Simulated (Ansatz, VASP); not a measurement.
## BN: VASP beside Ansatz

Aim: how closely do two programs agree when they are given the same cell, functional and k mesh? The cell is taken from a series of runs on this material, whose earlier steps may have relaxed, scaled, displaced or heated it; both programs get it as it stands.

Method: plane waves, with VASP 6.6.1 beside it; zone-centre phonons at PBE, in Ansatz 0.2.0.

## Step 1: The structure

Symmetry: F-43m, No. 216, cubic system. The conventional cell has a = 3.499 Å, b = 3.499 Å, c = 3.499 Å, α = 90.00°, β = 90.00°, γ = 90.00°. Nearest to B lie 4 N at 1.52 Å. Nearest to N lie 4 B at 1.52 Å. Farther neighbours and most contacts between anions are not listed.

## Step 2: VASP: zone-centre phonons, PBE, pair 1

Second derivatives magnify differences that forces hide, and they need a tight electronic threshold.

Lines of VASP's logs that name or quote its potential files are left out, and so is its time.

INCAR

```
SYSTEM = BN
PREC = Accurate
ENCUT = 600
EDIFF = 1E-08
NELM = 120
ISMEAR = 0
SIGMA = 0.01
LREAL = .FALSE.
ALGO = Normal
GGA = PE
NBANDS = 10
LORBIT = 11
LWAVE = .FALSE.
LCHARG = .FALSE.
ISIF = 2
IBRION = 8
LEPSILON = .TRUE.
LASPH = .TRUE.
GGA_COMPAT = .FALSE.
EFERMI = MIDGAP
KPAR = 2
```

POSCAR

```
BN
1.0
    0.0000000000      1.7495081177      1.7495081177
    1.7495081177      0.0000000000      1.7495081177
    1.7495081177      1.7495081177      0.0000000000
B N
1 1
Direct
    0.0000000000      0.0000000000      0.0000000000
    0.2500000000      0.2500000000      0.2500000000
```

KPOINTS

```
Automatic mesh
0
Gamma
12 12 12
0 0 0
```

Potentials, in the order of the species: B and N (PBE family, release 64).

Launch:

```sh
$ mpirun -np 2 vasp_std
```

Numbers of over 12 decimals in the logs are rounded to 6 here.

Output:

```text
[banner, memory and clock lines left out]
running    2 mpi-ranks, on    1 nodes
 distrk:  each k-point on    1 cores,    2 groups
 distr:  one band on    1 cores,    1 groups

 POSCAR found type information on POSCAR B N
 POSCAR found :  2 types and       2 ions
 LDA part: xc-table for (Slater+PW92), standard interpolation
 POSCAR, INCAR and KPOINTS ok, starting setup
 FFT: planning ... GRIDC
 FFT: planning ... GRID_SOFT
 FFT: planning ... GRID
 WAVECAR not read
 entering main loop
       N       E                     dE             d eps       ncg     rms          rms(c)
DAV:   1     0.162187973513E+02    0.16219E+02   -0.57536E+03  1472   0.903E+02
DAV:   2    -0.178683518475E+02   -0.34087E+02   -0.32906E+02  1790   0.207E+02
DAV:   3    -0.184193492772E+02   -0.55100E+00   -0.55009E+00  1692   0.229E+01
DAV:   4    -0.184200315506E+02   -0.68227E-03   -0.68225E-03  1612   0.859E-01
DAV:   5    -0.184200321429E+02   -0.59223E-06   -0.59222E-06  1650   0.263E-02    0.728E+00
DAV:   6    -0.174102000367E+02    0.10098E+01   -0.29161E+00  1726   0.119E+01    0.363E+00
DAV:   7    -0.173023373698E+02    0.10786E+00   -0.15347E-01  1626   0.342E+00    0.203E+00
DAV:   8    -0.172853419683E+02    0.16995E-01   -0.42218E-02  1624   0.165E+00    0.255E-01
DAV:   9    -0.172856144741E+02   -0.27251E-03   -0.72882E-04  1566   0.278E-01    0.864E-02
DAV:  10    -0.172856802759E+02   -0.65802E-04   -0.99949E-05  1610   0.956E-02    0.162E-02
DAV:  11    -0.172856843688E+02   -0.40929E-05   -0.63323E-06  1714   0.231E-02    0.909E-03
DAV:  12    -0.172856844069E+02   -0.38152E-07   -0.11446E-06  1646   0.856E-03    0.610E-04
DAV:  13    -0.172856844170E+02   -0.10114E-07   -0.21704E-08  1584   0.155E-03    0.203E-04
DAV:  14    -0.172856844286E+02   -0.11578E-07   -0.13758E-09   862   0.373E-04    0.105E-04
DAV:  15    -0.172856844286E+02    0.50477E-10   -0.44960E-11   794   0.917E-05
   1 F= -.17285684E+02 E0= -.17285684E+02  d E =0.000000E+00
 Linear response reoptimize wavefunctions to high precision
DAV:   1    -0.172856844280E+02    0.61641E-09   -0.50998E-12   936   0.205E-05
DAV:   2    -0.172856844280E+02   -0.56843E-11   -0.89745E-13   794   0.538E-06
 Linear response G [H, r] |phi>, progress :
  Direction:   1
       N       E                     dE             d eps       ncg     rms
RMM:   1    -0.374299021186E+02   -0.37430E+02   -0.27789E+01  3335   0.537E+01
RMM:   2    -0.321250813257E+02    0.53048E+01   -0.42761E-01  2303   0.110E+01
RMM:   3    -0.321852765035E+02   -0.60195E-01    0.11671E-02  2421   0.474E-01
RMM:   4    -0.321866916190E+02   -0.14151E-02    0.72973E-04  2552   0.278E-02
RMM:   5    -0.321867618736E+02   -0.70255E-04    0.38800E-05  2488   0.216E-03
RMM:   6    -0.321867644650E+02   -0.25914E-05    0.12883E-05  2161   0.281E-04
RMM:   7    -0.321867646109E+02   -0.14597E-06    0.11259E-05  1836   0.159E-04
RMM:   8    -0.321867646181E+02   -0.71330E-08    0.11163E-05  1804   0.154E-04
RMM:   9    -0.321867644525E+02    0.16556E-06    0.12869E-05  1741   0.154E-04
RMM:  10    -0.321867645120E+02   -0.59500E-07    0.12294E-05  1615   0.154E-04
 Linear response G [H, r] |phi>, progress :
  Direction:   2
       N       E                     dE             d eps       ncg     rms
RMM:   1    -0.343589576725E+02   -0.34359E+02   -0.15342E+01  3339   0.509E+01
RMM:   2    -0.327157110370E+02    0.16432E+01   -0.37065E-01  2288   0.963E+00
RMM:   3    -0.327529680435E+02   -0.37257E-01    0.80179E-03  2427   0.415E-01
RMM:   4    -0.327539426948E+02   -0.97465E-03    0.73734E-04  2599   0.238E-02
RMM:   5    -0.327540134147E+02   -0.70720E-04    0.38516E-05  2477   0.188E-03
RMM:   6    -0.327540160230E+02   -0.26083E-05    0.12506E-05  2173   0.256E-04
RMM:   7    -0.327540161024E+02   -0.79420E-07    0.11153E-05  1855   0.154E-04
RMM:   8    -0.327540161237E+02   -0.21322E-07    0.10843E-05  1848   0.150E-04
RMM:   9    -0.327540159898E+02    0.13397E-06    0.11905E-05  1819   0.150E-04
RMM:  10    -0.327540160488E+02   -0.59014E-07    0.11054E-05  1717   0.150E-04
 Linear response G [H, r] |phi>, progress :
  Direction:   3
       N       E                     dE             d eps       ncg     rms
RMM:   1    -0.245093647514E+02   -0.24509E+02    0.83557E+01  3119   0.545E+01
RMM:   2    -0.237707246124E+02    0.73864E+00   -0.98404E-01  2287   0.103E+01
RMM:   3    -0.237742977260E+02   -0.35731E-02   -0.45506E-03  2418   0.525E-01
RMM:   4    -0.237743007790E+02   -0.30530E-05   -0.20469E-05  2578   0.335E-02
RMM:   5    -0.237743010483E+02   -0.26931E-06    0.52718E-08  2457   0.279E-03
RMM:   6    -0.237743010717E+02   -0.23339E-07    0.45768E-08  2143   0.328E-04
RMM:   7    -0.237743010746E+02   -0.29250E-08    0.74727E-08  1807   0.147E-04
 Linear response to external field (no local field effect), progress :
  Direction:   1
       N       E                     dE             d eps       ncg     rms          rms(c)
RMM:   1    -0.126100120344E+00   -0.12610E+00   -0.37334E-01  3199   0.208E+00
RMM:   2    -0.126551970258E+00   -0.45185E-03   -0.34839E-04  2334   0.180E-01
RMM:   3    -0.126553095215E+00   -0.11250E-05   -0.61770E-07  2373   0.746E-03
RMM:   4    -0.126553098445E+00   -0.32302E-08   -0.16488E-09  2281   0.401E-04
 change of polarisation eV/A/(eV/A) component  1 :     0.253     0.107     0.028
[...]
RMM:   4    -0.683176172217E-01   -0.11214E-08   -0.21906E-09  2269   0.342E-04
 change of polarisation eV/A/(eV/A) component  3 :     0.028    -0.036     0.137
 dielectric tensor                  component  3 :     0.480    -0.605     3.309
 Linear response to external field, progress :
  Direction:   1
       N       E                     dE             d eps       ncg     rms          rms(c)
RMM:   1    -0.106456553980E+00   -0.10646E+00   -0.30518E-01 12436   0.194E+00
RMM:   2    -0.106873737164E+00   -0.41718E-03   -0.30820E-04  9092   0.170E-01    0.545E-01
RMM:   3    -0.106097713853E+00    0.77602E-03   -0.82342E-04  9215   0.227E-01    0.327E-01
RMM:   4    -0.111195675327E+00   -0.50980E-02   -0.11494E-03  9208   0.275E-01    0.456E-02
RMM:   5    -0.112025810224E+00   -0.83013E-03   -0.19251E-05  9287   0.390E-02    0.375E-03
RMM:   6    -0.112048780760E+00   -0.22971E-04   -0.94423E-08  9473   0.309E-03    0.215E-03
RMM:   7    -0.112068129769E+00   -0.19349E-04   -0.79929E-08  9319   0.292E-03    0.119E-04
RMM:   8    -0.112068716685E+00   -0.58692E-06   -0.19609E-11  8000   0.867E-05    0.371E-05
RMM:   9    -0.112068667458E+00    0.49228E-07   -0.43250E-10  7652   0.812E-05    0.514E-06
 change of polarisation eV/A/(eV/A) component  1 :     0.208     0.037     0.024
 dielectric tensor                  component  1 :     4.521     0.633     0.401
 Linear response to external field, progress :
  Direction:   2
       N       E                     dE             d eps       ncg     rms          rms(c)
RMM:   1    -0.106456335136E+00   -0.10646E+00   -0.30518E-01 12435   0.194E+00
RMM:   2    -0.106873752261E+00   -0.41742E-03   -0.30540E-04  9090   0.170E-01    0.545E-01
RMM:   3    -0.106097715609E+00    0.77604E-03   -0.82246E-04  9221   0.227E-01    0.327E-01
RMM:   4    -0.111195578132E+00   -0.50979E-02   -0.11483E-03  9210   0.275E-01    0.456E-02
RMM:   5    -0.112025715446E+00   -0.83014E-03   -0.19251E-05  9287   0.390E-02    0.375E-03
RMM:   6    -0.112048673966E+00   -0.22959E-04   -0.95585E-08  9477   0.309E-03    0.215E-03
RMM:   7    -0.112068020385E+00   -0.19346E-04   -0.80559E-08  9315   0.292E-03    0.119E-04
RMM:   8    -0.112068609011E+00   -0.58863E-06   -0.22797E-10  7987   0.862E-05    0.372E-05
RMM:   9    -0.112068560787E+00    0.48224E-07   -0.46581E-10  7655   0.812E-05    0.616E-06
 change of polarisation eV/A/(eV/A) component  2 :     0.027     0.208     0.025
 dielectric tensor                  component  2 :     0.460     4.521     0.416
 Linear response to external field, progress :
  Direction:   3
       N       E                     dE             d eps       ncg     rms          rms(c)
RMM:   1    -0.106456362329E+00   -0.10646E+00   -0.30518E-01 12436   0.194E+00
RMM:   2    -0.106873740530E+00   -0.41738E-03   -0.30723E-04  9092   0.170E-01    0.545E-01
RMM:   3    -0.106097697004E+00    0.77604E-03   -0.82325E-04  9214   0.227E-01    0.327E-01
RMM:   4    -0.111195560586E+00   -0.50979E-02   -0.11492E-03  9208   0.275E-01    0.456E-02
RMM:   5    -0.112025702177E+00   -0.83014E-03   -0.19249E-05  9284   0.390E-02    0.375E-03
RMM:   6    -0.112048678010E+00   -0.22976E-04   -0.95006E-08  9474   0.309E-03    0.215E-03
RMM:   7    -0.112068019319E+00   -0.19341E-04   -0.80170E-08  9316   0.292E-03    0.119E-04
RMM:   8    -0.112068610596E+00   -0.59128E-06   -0.95972E-11  7997   0.863E-05    0.372E-05
RMM:   9    -0.112068560338E+00    0.50258E-07   -0.44535E-10  7663   0.812E-05    0.604E-06
 change of polarisation eV/A/(eV/A) component  3 :     0.023     0.038     0.208
 dielectric tensor                  component  3 :     0.386     0.649     4.521
 Linear response DOF=           2
 Linear response progress:
  Degree of freedom:   1/  2
       N       E                     dE             d eps       ncg     rms          rms(c)
RMM:   1    -0.434147290987E-01   -0.43415E-01   -0.28459E-02 13869   0.148E+00
RMM:   2    -0.376738178721E-01    0.57409E-02   -0.20438E-03  8649   0.345E-01    0.160E-01
RMM:   3    -0.375494484581E-01    0.12437E-03   -0.41482E-04  9005   0.872E-02    0.897E-02
RMM:   4    -0.378956209330E-01   -0.34617E-03   -0.46097E-04  8964   0.101E-01    0.810E-03
RMM:   5    -0.378590588043E-01    0.36562E-04   -0.53799E-05  9236   0.109E-02    0.126E-03
RMM:   6    -0.378500243503E-01    0.90345E-05   -0.31894E-06  9313   0.122E-03    0.525E-04
RMM:   7    -0.378462692430E-01    0.37551E-05    0.85510E-07  9344   0.885E-04    0.696E-05
RMM:   8    -0.378463623109E-01   -0.93068E-07    0.58625E-07  9446   0.674E-05    0.114E-05
RMM:   9    -0.378462721506E-01    0.90160E-07    0.77290E-07  9418   0.165E-05    0.194E-06
RMM:  10    -0.378462750827E-01   -0.29321E-08    0.74414E-07  8651   0.744E-06    0.520E-07
RMM:  11    -0.378462771298E-01   -0.20472E-08    0.71793E-07  6018   0.567E-06    0.836E-08
 first order change of Fermi-energy  -0.32771E+01
 force on displaced ion       1 direction 1 : -30.638   0.000   0.000
 Born effective charge ion    1 direction 1 :   1.861   0.000   0.000
 Linear response progress:
  Degree of freedom:   2/  2
       N       E                     dE             d eps       ncg     rms          rms(c)
RMM:   1    -0.235097373006E+00   -0.23510E+00    0.11316E-01 11644   0.338E+00
RMM:   2    -0.229072781559E+00    0.60246E-02   -0.19270E-03  8574   0.539E-01    0.249E-01
RMM:   3    -0.230246655459E+00   -0.11739E-02   -0.41136E-04  8301   0.181E-01    0.133E-01
RMM:   4    -0.232663860933E+00   -0.24172E-02   -0.42712E-04  8032   0.181E-01    0.259E-02
RMM:   5    -0.232768777314E+00   -0.10492E-03   -0.23547E-06  9301   0.337E-02    0.152E-03
RMM:   6    -0.232787771230E+00   -0.18994E-04    0.15172E-06  8836   0.224E-03    0.562E-04
RMM:   7    -0.232782671340E+00    0.50999E-05    0.61060E-07  9369   0.750E-04    0.612E-05
RMM:   8    -0.232783078517E+00   -0.40718E-06    0.29504E-07  8711   0.762E-05    0.263E-05
RMM:   9    -0.232782876818E+00    0.20170E-06    0.28372E-07  9444   0.487E-05    0.259E-06
RMM:  10    -0.232782880173E+00   -0.33551E-08    0.29445E-07  8841   0.140E-05    0.788E-07
RMM:  11    -0.232782888156E+00   -0.79831E-08    0.29391E-07  8248   0.133E-05    0.131E-07
RMM:  12    -0.232782888321E+00   -0.16509E-09    0.30158E-07  5213   0.120E-05    0.405E-08
 first order change of Fermi-energy   0.32774E+01
 force on displaced ion       2 direction 1 : -30.642  -0.000  -0.000
 Born effective charge ion    2 direction 1 :  -1.861   0.000   0.000
 Born effective charges drift removed
 Linear response finished
```

OUTCAR, selected parts (step 2):

```text
ion  position               nearest neighbor table
   1  0.000  0.000  0.000-   2 1.52   2 1.52   2 1.52   2 1.52
   2  0.250  0.250  0.250-   1 1.52   1 1.52   1 1.52   1 1.52

  LATTYP: Found a face centered cubic cell.
 ALAT       =     3.4990162354

 Subroutine GETGRP returns: Found 24 space group operations
 (whereof 24 operations were pure point group operations)

The static configuration has the point symmetry T_d .

 Found     72 irreducible k-points:

   k-points           NKPTS =     72   k-points in BZ     NKDIM =     72   number of bands    NBANDS=     10

   dimension x,y,z NGX =    20 NGY =   20 NGZ =   20
   dimension x,y,z NGXF=    40 NGYF=   40 NGZF=   40

   ENCUT  =  600.0 eV  44.10 Ry    6.64 a.u.   4.94  4.94  4.94*2*pi/ulx,y,z

   NELECT =       8.0000    total number of electrons

 k-points in reciprocal lattice and weights: Automatic mesh
   0.00000000  0.00000000  0.00000000       0.001
   0.08333333  0.00000000  0.00000000       0.005
   0.16666667  0.00000000  0.00000000       0.005
   0.25000000  0.00000000  0.00000000       0.005
   0.33333333  0.00000000  0.00000000       0.005
   0.41666667  0.00000000  0.00000000       0.005
   0.50000000  0.00000000  0.00000000       0.002
   0.08333333  0.08333333  0.00000000       0.003
   0.16666667  0.08333333  0.00000000       0.014
[...]
-0.33333333  0.50000000  0.16666667       0.007
  -0.25000000  0.50000000  0.25000000       0.003

 average (electrostatic) potential at core
       1 -23.1035       2 -59.2172

  Total        3.2092340      3.2092340      3.2092340      0.0000000      0.0000000      0.0000000
  in kB      480.1026239    480.1026239    480.1026239      0.0000000      0.0000000      0.0000000
  external PRESSURE =     480.1026239 kB  Pullay stress =       0.0000000 kB

  energy-cutoff  :      600.00
  volume of cell :       10.71
      direct lattice vectors                 reciprocal lattice vectors
     0.000000000  1.749508118  1.749508118    -0.285794616  0.285794616  0.285794616
     1.749508118  0.000000000  1.749508118     0.285794616 -0.285794616  0.285794616
     1.749508118  1.749508118  0.000000000     0.285794616  0.285794616 -0.285794616

 POSITION                                       TOTAL-FORCE (eV/Angst)
 -----------------------------------------------------------------------------------
      0.00000      0.00000      0.00000         0.000000      0.000000      0.000000
      0.87475      0.87475      0.87475        -0.000000     -0.000000     -0.000000
 -----------------------------------------------------------------------------------
    total drift:                                0.000000      0.000000      0.000000

 MACROSCOPIC STATIC DIELECTRIC TENSOR (including local field effects in DFT)
 ------------------------------------------------------
           4.520974     0.000000     0.000000
          -0.000000     4.520974    -0.000000
           0.000000     0.000000     4.520974
 ------------------------------------------------------

 PIEZOELECTRIC TENSOR (including local field effects)  for field in x, y, z        (C/m^2)
          XX          YY          ZZ          XY          YZ          ZX
  --------------------------------------------------------------------------------
  x     0.00000    -0.00000    -0.00000     0.00000    -1.03914     0.00000
  y     0.00000     0.00000    -0.00000     0.00000     0.00000    -1.03914
  z    -0.00000     0.00000    -0.00000    -1.03914     0.00000     0.00000

 BORN EFFECTIVE CHARGES (including local field effects) (in |e|, cummulative output)
 ---------------------------------------------------------------------------------
 ion    1
    1     1.86087     0.00000     0.00000
    2    -0.00000     1.86087    -0.00000
    3     0.00000    -0.00000     1.86087
 ion    2
    1    -1.86087     0.00000    -0.00000
    2     0.00000    -1.86087     0.00000
    3    -0.00000     0.00000    -1.86087

 Eigenvectors and eigenvalues of the dynamical matrix
 ----------------------------------------------------

   1 f  =   35.035830 THz   220.136614 2PiTHz 1168.669504 cm-1   144.896486 meV
             X         Y         Z           dx          dy          dz
      0.000000  0.000000  0.000000     0.000000    0.751169    0.000000
      0.874754  0.874754  0.874754     0.000000   -0.660110    0.000000

   2 f  =   35.035830 THz   220.136614 2PiTHz 1168.669504 cm-1   144.896486 meV
             X         Y         Z           dx          dy          dz
      0.000000  0.000000  0.000000     0.751169    0.000000    0.000000
      0.874754  0.874754  0.874754    -0.660110    0.000000    0.000000

   3 f  =   35.035830 THz   220.136614 2PiTHz 1168.669504 cm-1   144.896486 meV
             X         Y         Z           dx          dy          dz
      0.000000  0.000000  0.000000     0.000000    0.000000    0.751169
      0.874754  0.874754  0.874754     0.000000    0.000000   -0.660110

   4 f/i=    0.000993 THz     0.006241 2PiTHz    0.033133 cm-1     0.004108 meV
             X         Y         Z           dx          dy          dz
      0.000000  0.000000  0.000000    -0.660110    0.000000    0.000000
      0.874754  0.874754  0.874754    -0.751169    0.000000    0.000000

   5 f/i=    0.000993 THz     0.006241 2PiTHz    0.033133 cm-1     0.004108 meV
             X         Y         Z           dx          dy          dz
      0.000000  0.000000  0.000000     0.000000   -0.660110    0.000000
      0.874754  0.874754  0.874754     0.000000   -0.751169    0.000000

   6 f/i=    0.000993 THz     0.006241 2PiTHz    0.033133 cm-1     0.004108 meV
             X         Y         Z           dx          dy          dz
      0.000000  0.000000  0.000000     0.000000    0.000000   -0.660110
      0.874754  0.874754  0.874754     0.000000    0.000000   -0.751169

 MACROSCOPIC STATIC DIELECTRIC TENSOR IONIC CONTRIBUTION
 ------------------------------------------------------
           1.909537    -0.000000    -0.000000
          -0.000000     1.909537    -0.000000
          -0.000000    -0.000000     1.909537
 ------------------------------------------------------

 ELASTIC MODULI CONTR FROM IONIC RELAXATION (kBar)
 Direction    XX          YY          ZZ          XY          YZ          ZX
 --------------------------------------------------------------------------------
 XX          -0.0000      0.0000      0.0000      0.0000     -0.0000     -0.0000
 YY           0.0000     -0.0000      0.0000      0.0000      0.0000     -0.0000
 ZZ           0.0000      0.0000     -0.0000     -0.0000      0.0000     -0.0000
 XY           0.0000      0.0000     -0.0000   -237.0841      0.0000      0.0000
 YZ          -0.0000      0.0000      0.0000      0.0000   -237.0841      0.0000
 ZX          -0.0000     -0.0000     -0.0000      0.0000      0.0000   -237.0841
 --------------------------------------------------------------------------------

 PIEZOELECTRIC TENSOR IONIC CONTR  for field in x, y, z        (C/m^2)
          XX          YY          ZZ          XY          YZ          ZX
  --------------------------------------------------------------------------------
  x     0.00000    -0.00000    -0.00000    -0.00000     0.63312    -0.00000
  y     0.00000     0.00000     0.00000    -0.00000    -0.00000     0.63312
  z    -0.00000    -0.00000     0.00000     0.63312    -0.00000    -0.00000
```

(Continued in part 2 of 3.)

[Lines on the potential files, build, host, timing and source positions are cut from VASP's logs without a mark.]

[Logs are printed without paths, hosts, clocks, repeated set-up lines and the standing remarks that a program may print on its own settings, such as how far it seeks lower states.]

[Hosts, paths, dates, database ids (printed as entryN), source tags and the programs' standing remarks are cut or masked in the printed files.]
